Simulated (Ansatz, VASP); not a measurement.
## LiMg6Mo: VASP beside Ansatz

File INCAR:

```
  PREC = Accurate
  ENCUT = 520
  EDIFF = 1E-7
  ISMEAR = -1
  SIGMA = 0.05
  LREAL = False
  LASPH = True
  NELM = 100
  ALGO = Normal
  ISIF = 2
  LWAVE = False
  LCHARG = False
  GGA = PE
  NBANDS = 24
```

File KPOINTS:

```
Automatic mesh
0
Gamma
  6 5 5
```

File POSCAR:

```
LiMg6Mo
1.0
    4.3964755485      0.0000000000      0.0000000000
    0.0000000000      4.3111371319      4.4262026585
    0.0000000000     -4.3111371319      4.4262026585
Mo Mg Li
1 6 1
Direct
    0.0000000000      0.1226350000      0.1226350000
    0.5000000000      0.3540820000      0.3540820000
    0.5000000000      0.8929720000      0.8929720000
    0.5000000000      0.3674410000      0.8804880000
    0.5000000000      0.8804880000      0.3674410000
    0.0000000000      0.1282850000      0.6225930000
    0.0000000000      0.6225930000      0.1282850000
    0.0000000000      0.6315080000      0.6315080000
```

The input input.yaml:

```yaml
crystal:
  lattice:
    - [4.3964755485, 0.0, 0.0]
    - [0.0, 4.3111371319, 4.4262026585]
    - [0.0, -4.3111371319, 4.4262026585]
  atoms:
    - { symbol: Mo, position: [0.0, 0.122635, 0.122635] }
    - { symbol: Mg, position: [0.5, 0.354082, 0.354082] }
    - { symbol: Mg, position: [0.5, 0.892972, 0.892972] }
    - { symbol: Mg, position: [0.5, 0.367441, 0.880488] }
    - { symbol: Mg, position: [0.5, 0.880488, 0.367441] }
    - { symbol: Mg, position: [0.0, 0.128285, 0.622593] }
    - { symbol: Mg, position: [0.0, 0.622593, 0.128285] }
    - { symbol: Li, position: [0.0, 0.631508, 0.631508] }
hamiltonian:
  xc: pbe
  pseudopotentials: { kind: paw }
kpoints:
  mp_grid: { grid: [6, 5, 5] }
scf:
  occupations: { method: fermi_dirac, width: 0.05 }
output:
  forces: true
  stress: true
  eigenvalues: true
```

Change from the starting cell: volume scaled by 1.04.

Alike in both runs: task single point; functional PBE; k mesh 6 × 5 × 5; occupations fermi-dirac, width 0.05 eV; no spin polarisation.

```csv
,VASP,Ansatz
version,VASP 6.6.1,Ansatz 0.2.0
potentials or method,"VASP PAW PBE potentials, release 64 (Mo_sv, Mg, Li_sv)",Ansatz PAW
plane-wave cutoff (eV),520,420
valence electrons in the cell,29,77
```

|  | VASP | Ansatz | Ansatz less VASP |
| --- | --- | --- | --- |
| gap on the k mesh at the Fermi level (eV) | none | none | - |
| rms of the force components (eV/Å) | 0.033 | 0.033 | -0.0001 |

Atom by atom the forces differ by 0.000 eV/Å (rms over components). A gap of «none» marks a metal or a gap that the smearing closes. The two sets of potentials don't hold the same shells in valence.
